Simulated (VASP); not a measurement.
# TaF3 (Pm-3m) in VASP: a series of runs

The runs below take TaF3 through single point, with PBE+U.

All numbers are computed with VASP 6.6.1; they aren't measurements. Logs are shortened: lines on timing, memory, paths and dates and some standing lists are left out, and cuts for length are marked.

## (1) The crystal as given

It takes space group Pm-3m (No. 221, cubic). The conventional cell has a = 3.901 Å, b = 3.901 Å, c = 3.901 Å, α = 90.00°, β = 90.00°, γ = 90.00°. Ta (site symmetry m-3m) is surrounded by 6 F at 1.95 Å. F (site symmetry 4/mmm) has 2 Ta at 1.95 Å as nearest neighbours.

## (2) Single point, PBE+U, collinear spin, typed start

INCAR

```
ALGO = Normal
EDIFF = 1E-6
ENCUT = 520
GGA = PE
ISIF = 2
ISMEAR = 0
ISPIN = 2
LASPH = True
LCHARG = False
LDAU = True
LDAUJ = 0.9 0
LDAUL = 2 -1
LDAUPRINT = 1
LDAUTYPE = 1
LDAUU = 7 0
LMAXMIX = 4
LORBIT = 11
LREAL = False
LWAVE = False
MAGMOM = 2 0 0 0
NBANDS = 28
NELM = 150
PREC = Accurate
SIGMA = 0.05
```

KPOINTS

```
k-points
0
Gamma
  5 5 5
```

POSCAR

```
TaF3
1.0
    3.9012005900      0.0000000000      0.0000000000
    0.0000000000      3.9012005900      0.0000000000
    0.0000000000      0.0000000000      3.9012005900
Ta F
1 3
Direct
    0.0000000000      0.0000000000      0.0000000000
    0.5000000000      0.0000000000      0.0000000000
    0.0000000000      0.5000000000      0.0000000000
    0.0000000000      0.0000000000      0.5000000000
```

Potentials or basis: VASP PAW PBE potentials, release 64 (Ta_pv, F).

On the command line:

```
$ cat potpaw_PBE.64/Ta_pv/POTCAR potpaw_PBE.64/F/POTCAR > POTCAR
$ mpirun -np 1 vasp_std > vasp.out
```

OUTCAR:

```text
EDIFF = 1E-6
   ENCUT = 520
   GGA = PE
   ISIF = 2
   ISMEAR = 0
   ISPIN = 2
   LASPH = True
   LORBIT = 11
   LREAL = False
   NELM = 150
   PREC = Accurate

 ion  position               nearest neighbor table
   1  0.000  0.000  0.000-   2 1.95   3 1.95   4 1.95   4 1.95   3 1.95   2 1.95
   2  0.500  0.000  0.000-   1 1.95   1 1.95
   3  0.000  0.500  0.000-   1 1.95   1 1.95
   4  0.000  0.000  0.500-   1 1.95   1 1.95

  LATTYP: Found a simple cubic cell.
 ALAT       =     3.9012005900

  Lattice vectors:

 A1 = (   3.9012005900,   0.0000000000,   0.0000000000)
 A2 = (   0.0000000000,   3.9012005900,   0.0000000000)
 A3 = (   0.0000000000,   0.0000000000,   3.9012005900)

Analysis of symmetry for initial positions (statically):
=====================================================================
 Subroutine PRICEL returns:
 Original cell was already a primitive cell.

 Routine SETGRP: Setting up the symmetry group for a
 simple cubic supercell.

 Subroutine GETGRP returns: Found 48 space group operations
 (whereof 48 operations were pure point group operations)
 out of a pool of 48 trial point group operations.

The static configuration has the point symmetry O_h .

Analysis of symmetry for dynamics (positions and initial velocities):
=====================================================================
 Subroutine PRICEL returns:
 Original cell was already a primitive cell.

 Routine SETGRP: Setting up the symmetry group for a
 simple cubic supercell.

 Subroutine GETGRP returns: Found 48 space group operations
 (whereof 48 operations were pure point group operations)
 out of a pool of 48 trial point group operations.

The dynamic configuration has the point symmetry O_h .

Analysis of structural, dynamic, and magnetic symmetry:
=====================================================================
 Subroutine PRICEL returns:
 Original cell was already a primitive cell.
[... 167 lines left out ...]
  o =  0.1736  v =  0.0000 -0.0000 -0.9969  0.0000  0.0783  0.0000  0.0000  0.0000  0.0000  0.0000      0.0000  0.0000  0.0000  0.0000  0.0000  0.0000  0.0000  0.0000  0.0000  0.0000
  o =  0.1736  v =  0.0000 -0.0000  0.0783  0.0000  0.9969  0.0000  0.0000  0.0000  0.0000  0.0000      0.0000  0.0000  0.0000  0.0000  0.0000  0.0000  0.0000  0.0000  0.0000  0.0000
  o =  0.5774  v =  1.0000  0.0000  0.0000  0.0000  0.0000  0.0000  0.0000  0.0000  0.0000  0.0000      0.0000  0.0000  0.0000  0.0000  0.0000  0.0000  0.0000  0.0000  0.0000  0.0000
  o =  0.5774  v =  0.0000  0.0920 -0.0000 -0.9958  0.0000  0.0000  0.0000  0.0000  0.0000  0.0000      0.0000  0.0000  0.0000  0.0000  0.0000  0.0000  0.0000  0.0000  0.0000  0.0000
  o =  0.5774  v =  0.0000  0.9958 -0.0000  0.0920 -0.0000  0.0000  0.0000  0.0000  0.0000  0.0000      0.0000  0.0000  0.0000  0.0000  0.0000  0.0000  0.0000  0.0000  0.0000  0.0000

 number of electron      32.0000001 magnetization       2.0001982

 Free energy of the ion-electron system (eV)
  ---------------------------------------------------
  ext. energy  EPLUGINS =         0.00000000
  ---------------------------------------------------
  free energy    TOTEN  =       -21.46422037 eV

  energy without entropy =      -21.45535722  energy(sigma->0) =      -21.45978880

 E-fermi :   4.4886     XC(G=0):  -8.9797

 val. band max:        4.4564305162   @ k =   0.4000   0.2000   0.0000
 cond. band min:       4.5113865602   @ k =   0.4000   0.2000   0.2000
 fundamental gap:      0.0549560440
 Fermi energy:         4.4886288412

 spin component 1

 k-point     1 :       0.0000    0.0000    0.0000
  band No.  band energies     occupation
      1     -32.7080      1.00000
      2     -32.7080      1.00000
      3     -32.7079      1.00000
      4     -23.8852      1.00000
      5     -23.3935      1.00000
      6     -23.3935      1.00000
[... 299 lines left out ...]
     27      14.2448      0.00000
     28      15.6816      0.00000
 Fermi energy:         4.4886288412

 spin component 2

 k-point     1 :       0.0000    0.0000    0.0000
  band No.  band energies     occupation
      1     -31.6335      1.00000
      2     -31.6335      1.00000
      3     -31.6335      1.00000
      4     -23.8063      1.00000
      5     -23.3663      1.00000
      6     -23.3663      1.00000
[... 299 lines left out ...]
     27      15.0262      0.00000
     28      16.7174      0.00000

------------------------ aborting loop because EDIFF is reached ----------------------------------------

  FORCE on cell =-STRESS in cart. coord.  units (eV):
  Direction    XX          YY          ZZ          XY          YZ          ZX
  --------------------------------------------------------------------------------------
  -------------------------------------------------------------------------------------
  Total       14.7787524     14.7787524     14.7787524      0.0000000     -0.0000000      0.0000000
  in kB      398.7984951    398.7984951    398.7984951      0.0000000     -0.0000000      0.0000000
  external PRESSURE =     398.7984951 kB  Pullay stress =       0.0000000 kB

 VOLUME and BASIS-vectors are now :
 -----------------------------------------------------------------------------
  energy-cutoff  :      520.00
  volume of cell :       59.37
      direct lattice vectors                 reciprocal lattice vectors
     3.901200590  0.000000000  0.000000000     0.256331346  0.000000000  0.000000000
     0.000000000  3.901200590  0.000000000     0.000000000  0.256331346  0.000000000
     0.000000000  0.000000000  3.901200590     0.000000000  0.000000000  0.256331346

 POSITION                                       TOTAL-FORCE (eV/Angst)
 -----------------------------------------------------------------------------------
      0.00000      0.00000      0.00000         0.000000      0.000000      0.000000
      1.95060      0.00000      0.00000         0.000000      0.000000      0.000000
      0.00000      1.95060      0.00000         0.000000      0.000000      0.000000
      0.00000      0.00000      1.95060         0.000000      0.000000      0.000000
 -----------------------------------------------------------------------------------
    total drift:                                0.000000      0.000000      0.000000

  FREE ENERGIE OF THE ION-ELECTRON SYSTEM (eV)
  ---------------------------------------------------
  free  energy   TOTEN  =       -21.4642203705 eV

  energy  without entropy=      -21.4553572213  energy(sigma->0) =      -21.45978880

 total charge

# of ion       s       p       d       tot
------------------------------------------
    1        0.261   6.257   2.503   9.020
    2        1.740   4.457   0.000   6.197
    3        1.740   4.457   0.000   6.197
    4        1.740   4.457   0.000   6.197
--------------------------------------------------
tot          5.479  19.628   2.503  27.610

 magnetization (x)

# of ion       s       p       d       tot
------------------------------------------
    1        0.012   0.010   1.589   1.611
    2       -0.001   0.012   0.000   0.011
    3       -0.001   0.012   0.000   0.011
    4       -0.001   0.012   0.000   0.011
--------------------------------------------------
tot          0.011   0.045   1.589   1.644
```

Run time: 18 s. Hardware: 1 thread of AMD EPYC 9R45 (Zen 5), shared host; peak memory 0.16 GiB.

Results:

```
Free energy                                           : -21.4642 eV
Pressure                                              : 39.9 GPa
Band gap on the k mesh                                : none (metal or under the smearing width)
Net moment                                            : 2.00 μB per cell
Site moments                                          : Ta +1.61; F +0.01 μB
Valence electrons inside the program's atomic spheres : Ta 9.02; F 6.20
```

Levels at points of the mesh, in eV from the Fermi level:
Spin up:
```csv
k point,band 15,band 16,band 17,band 18,band 19,band 20,band 21,band 22
"(0.00, 0.00, 0.00)",-8.46,-2.11,-2.11,-2.11,-0.10,4.50,4.50,9.01
```
Spin down:
```
           k point  band 13  band 14  band 15  band 16  band 17  band 18
(0.00, 0.00, 0.00)    -8.41    -8.41    -8.41     0.24     2.31     2.31
```

Eigenvalues of the final occupation matrices:
```tsv
site	spin	trace	eigenvalues
site 1 d	1	2.08	0.17 0.17 0.58 0.58 0.58
site 1 d	2	0.47	0.04 0.04 0.04 0.17 0.17
```

Caveat: a pressure of tens of GPa on the cell as given is suspect, and the run, the potentials or the cell itself is likely at fault. The state reached can hang on the start; a lower one may exist.

## (3) Single point, PBE+U, collinear spin, twin_end start

INCAR

```
SYSTEM = TaF3
  PREC = Accurate
  ENCUT = 520
  EDIFF = 1E-7
  ISMEAR = 0
  SIGMA = 0.05
  LREAL = .FALSE.
  LASPH = .TRUE.
  NELM = 150
  ALGO = Normal
  ISIF = 2
  LWAVE = .FALSE.
  LCHARG = .FALSE.
  ISPIN = 2
  MAGMOM = 0.84 0.06 0.06 0.06
  LORBIT = 11
  LMAXMIX = 4
  LDAU = .TRUE.
  LDAUTYPE = 1
  LDAUL = 2 -1
  LDAUU = 7 0
  LDAUJ = 0.9 0
  LDAUPRINT = 1
  GGA = PE
  NBANDS = 28
```

KPOINTS

```
Automatic mesh
0
G
  5 5 5
  0 0 0
```

POSCAR is that of step 2.

Potentials or basis: VASP PAW PBE potentials, release 64 (Ta_pv, F).

On the command line:

```
$ cat potpaw_PBE.64/Ta_pv/POTCAR potpaw_PBE.64/F/POTCAR > POTCAR
$ mpirun -np 1 vasp_std > vasp.out
```

OUTCAR:

```text
SYSTEM = TaF3
   PREC = Accurate
   ENCUT = 520
   EDIFF = 1E-7
   ISMEAR = 0
   LREAL = .FALSE.
   LASPH = .TRUE.
   NELM = 150
   ISIF = 2
   ISPIN = 2
   LORBIT = 11
   GGA = PE

 ion  position               nearest neighbor table
   1  0.000  0.000  0.000-   2 1.95   3 1.95   4 1.95   4 1.95   3 1.95   2 1.95
   2  0.500  0.000  0.000-   1 1.95   1 1.95
   3  0.000  0.500  0.000-   1 1.95   1 1.95
   4  0.000  0.000  0.500-   1 1.95   1 1.95

  LATTYP: Found a simple cubic cell.
 ALAT       =     3.9012005900

  Lattice vectors:

 A1 = (   3.9012005900,   0.0000000000,   0.0000000000)
 A2 = (   0.0000000000,   3.9012005900,   0.0000000000)
 A3 = (   0.0000000000,   0.0000000000,   3.9012005900)

Analysis of symmetry for initial positions (statically):
=====================================================================
 Subroutine PRICEL returns:
 Original cell was already a primitive cell.

 Routine SETGRP: Setting up the symmetry group for a
 simple cubic supercell.

 Subroutine GETGRP returns: Found 48 space group operations
 (whereof 48 operations were pure point group operations)
 out of a pool of 48 trial point group operations.

The static configuration has the point symmetry O_h .

Analysis of symmetry for dynamics (positions and initial velocities):
=====================================================================
 Subroutine PRICEL returns:
 Original cell was already a primitive cell.

 Routine SETGRP: Setting up the symmetry group for a
 simple cubic supercell.

 Subroutine GETGRP returns: Found 48 space group operations
 (whereof 48 operations were pure point group operations)
 out of a pool of 48 trial point group operations.

The dynamic configuration has the point symmetry O_h .

Analysis of structural, dynamic, and magnetic symmetry:
=====================================================================
 Subroutine PRICEL returns:
 Original cell was already a primitive cell.

 Routine SETGRP: Setting up the symmetry group for a
 simple cubic supercell.

 Subroutine GETGRP returns: Found 48 space group operations
 (whereof 48 operations were pure point group operations)
 out of a pool of 48 trial point group operations.
[... 181 lines left out ...]
 fundamental gap:      0.0549695111
 Fermi energy:         4.4894642152

 spin component 1

 k-point     1 :       0.0000    0.0000    0.0000
  band No.  band energies     occupation
      1     -32.7071      1.00000
      2     -32.7070      1.00000
      3     -32.7070      1.00000
      4     -23.8850      1.00000
      5     -23.3932      1.00000
      6     -23.3932      1.00000
[... 299 lines left out ...]
     27      14.2446      0.00000
     28      15.6816      0.00000
 Fermi energy:         4.4894642152

 spin component 2

 k-point     1 :       0.0000    0.0000    0.0000
  band No.  band energies     occupation
      1     -31.6326      1.00000
      2     -31.6326      1.00000
      3     -31.6326      1.00000
      4     -23.8061      1.00000
      5     -23.3662      1.00000
      6     -23.3662      1.00000
[... 299 lines left out ...]
     27      15.0261      0.00000
     28      16.7173      0.00000

------------------------ aborting loop because EDIFF is reached ----------------------------------------

  FORCE on cell =-STRESS in cart. coord.  units (eV):
  Direction    XX          YY          ZZ          XY          YZ          ZX
  --------------------------------------------------------------------------------------
  -------------------------------------------------------------------------------------
  Total       14.7691859     14.7691859     14.7691859      0.0000000      0.0000000      0.0000000
  in kB      398.5403475    398.5403475    398.5403475      0.0000000      0.0000000      0.0000000
  external PRESSURE =     398.5403475 kB  Pullay stress =       0.0000000 kB

 VOLUME and BASIS-vectors are now :
 -----------------------------------------------------------------------------
  energy-cutoff  :      520.00
  volume of cell :       59.37
      direct lattice vectors                 reciprocal lattice vectors
     3.901200590  0.000000000  0.000000000     0.256331346  0.000000000  0.000000000
     0.000000000  3.901200590  0.000000000     0.000000000  0.256331346  0.000000000
     0.000000000  0.000000000  3.901200590     0.000000000  0.000000000  0.256331346

 POSITION                                       TOTAL-FORCE (eV/Angst)
 -----------------------------------------------------------------------------------
      0.00000      0.00000      0.00000         0.000000      0.000000      0.000000
      1.95060      0.00000      0.00000         0.000000      0.000000      0.000000
      0.00000      1.95060      0.00000         0.000000      0.000000      0.000000
      0.00000      0.00000      1.95060         0.000000      0.000000      0.000000
 -----------------------------------------------------------------------------------
    total drift:                                0.000000      0.000000      0.000000

  FREE ENERGIE OF THE ION-ELECTRON SYSTEM (eV)
  ---------------------------------------------------
  free  energy   TOTEN  =       -21.4642214238 eV

  energy  without entropy=      -21.4553602532  energy(sigma->0) =      -21.45979084

 total charge

# of ion       s       p       d       tot
------------------------------------------
    1        0.261   6.257   2.503   9.020
    2        1.740   4.457   0.000   6.197
    3        1.740   4.457   0.000   6.197
    4        1.740   4.457   0.000   6.197
--------------------------------------------------
tot          5.479  19.628   2.503  27.610

 magnetization (x)

# of ion       s       p       d       tot
------------------------------------------
    1        0.012   0.010   1.589   1.611
    2       -0.001   0.012   0.000   0.011
    3       -0.001   0.012   0.000   0.011
    4       -0.001   0.012   0.000   0.011
--------------------------------------------------
tot          0.011   0.045   1.589   1.644
```

OSZICAR:

```text
N       E                     dE             d eps       ncg     rms          rms(c)
DAV:   1     0.266726591490E+03    0.26673E+03   -0.17386E+04  1120   0.111E+03
DAV:   2    -0.984018594295E+01   -0.27657E+03   -0.26683E+03  1348   0.336E+02
DAV:   3    -0.229992003868E+02   -0.13159E+02   -0.13044E+02  1332   0.711E+01
DAV:   4    -0.231054481207E+02   -0.10625E+00   -0.10615E+00  1288   0.695E+00
DAV:   5    -0.231063969316E+02   -0.94881E-03   -0.94835E-03  1328   0.639E-01    0.312E+01
DAV:   6    -0.207681337350E+02    0.23383E+01   -0.82060E+00  1224   0.253E+01    0.153E+01
DAV:   7    -0.213158670458E+02   -0.54773E+00   -0.14492E+00  1200   0.668E+00    0.928E+00
DAV:   8    -0.213784373767E+02   -0.62570E-01   -0.40214E-01  1164   0.401E+00    0.293E+00
DAV:   9    -0.214524338455E+02   -0.73996E-01   -0.10914E-01  1136   0.185E+00    0.554E-01
DAV:  10    -0.214619871568E+02   -0.95533E-02   -0.83478E-03  1236   0.583E-01    0.198E-01
DAV:  11    -0.214635093350E+02   -0.15222E-02   -0.62187E-04  1156   0.188E-01    0.146E-01
DAV:  12    -0.214641742883E+02   -0.66495E-03   -0.27932E-04  1152   0.109E-01    0.401E-02
DAV:  13    -0.214642179504E+02   -0.43662E-04   -0.11019E-04  1140   0.607E-02    0.126E-02
DAV:  14    -0.214642212520E+02   -0.33016E-05   -0.91340E-06  1176   0.173E-02    0.583E-03
DAV:  15    -0.214642212175E+02    0.34511E-07   -0.29466E-06  1180   0.107E-02    0.218E-03
DAV:  16    -0.214642214393E+02   -0.22184E-06   -0.46764E-07  1060   0.485E-03    0.169E-03
DAV:  17    -0.214642214238E+02    0.15516E-07   -0.18071E-07   976   0.298E-03
   1 F= -.21464221E+02 E0= -.21459791E+02  d E =-.886117E-02  mag=     2.0000
```

It took 21 s on 1 thread of AMD EPYC 9R45 (Zen 5), shared host; peak memory 0.16 GiB.

Results:

```yaml
Free_energy: -21.4642 eV
Pressure: 39.9 GPa
Band_gap_on_the_k_mesh: none (metal or under the smearing width)
Net_moment: 2.00 μB per cell
Site_moments: Ta +1.61; F +0.01 μB
Valence_electrons_inside_the_program's_atomic_spheres: Ta 9.02; F 6.20
```

Levels at points of the mesh, in eV from the Fermi level:
Spin up:
| k point | band 15 | band 16 | band 17 | band 18 | band 19 | band 20 | band 21 | band 22 |
| --- | --- | --- | --- | --- | --- | --- | --- | --- |
| (0.00, 0.00, 0.00) | -8.46 | -2.11 | -2.11 | -2.11 | -0.10 | 4.50 | 4.50 | 9.01 |
Spin down:
```
           k point  band 13  band 14  band 15  band 16  band 17  band 18
(0.00, 0.00, 0.00)    -8.41    -8.41    -8.41     0.24     2.31     2.31
```

Eigenvalues of the final occupation matrices:
| site | spin | trace | eigenvalues |
| --- | --- | --- | --- |
| site 1 d | 1 | 2.08 | 0.17 0.17 0.58 0.58 0.58 |
| site 1 d | 2 | 0.47 | 0.04 0.04 0.04 0.17 0.17 |

Caveat: a pressure of tens of GPa on the cell as given is suspect, and the run, the potentials or the cell itself is likely at fault. Spin-orbit coupling is left out, which matters for the levels of Ta.

## (4) Single point, PBE+U, collinear spin, twin_end start

INCAR

```
ALGO = Normal ; EDIFF = 1E-6
ENCUT = 520 ; GGA = PE
ISIF = 2 ; ISMEAR = 0
ISPIN = 2 ; LASPH = T
LCHARG = F ; LDAU = T
LDAUJ = 0.9 0 ; LDAUL = 2 -1
LDAUPRINT = 1 ; LDAUTYPE = 1
LDAUU = 7 0 ; LMAXMIX = 4
LORBIT = 11 ; LREAL = F
LWAVE = F ; MAGMOM = 0.84 0.07 0.07 0.05
NBANDS = 28 ; NELM = 150
PREC = Accurate ; SIGMA = 0.05
```

KPOINTS

```
k-points
0
Gamma
  5 5 5
```

POSCAR is that of step 3.

On the command line:

```
$ cat potpaw_PBE.64/Ta_pv/POTCAR potpaw_PBE.64/F/POTCAR > POTCAR
$ mpirun -np 1 vasp_std > vasp.out
```

Wall time 34 s (1 thread of AMD EPYC 9R45 (Zen 5), shared host); peak memory 0.18 GiB.

The run converged, but a check on its numbers failed (symmetry, net force, bounds or a known fault of this set-up), so they aren't taken as properties of the crystal.

Caveat: a pressure of tens of GPa on the cell as given is suspect, and the run, the potentials or the cell itself is likely at fault; the result breaks the symmetry of the cell.
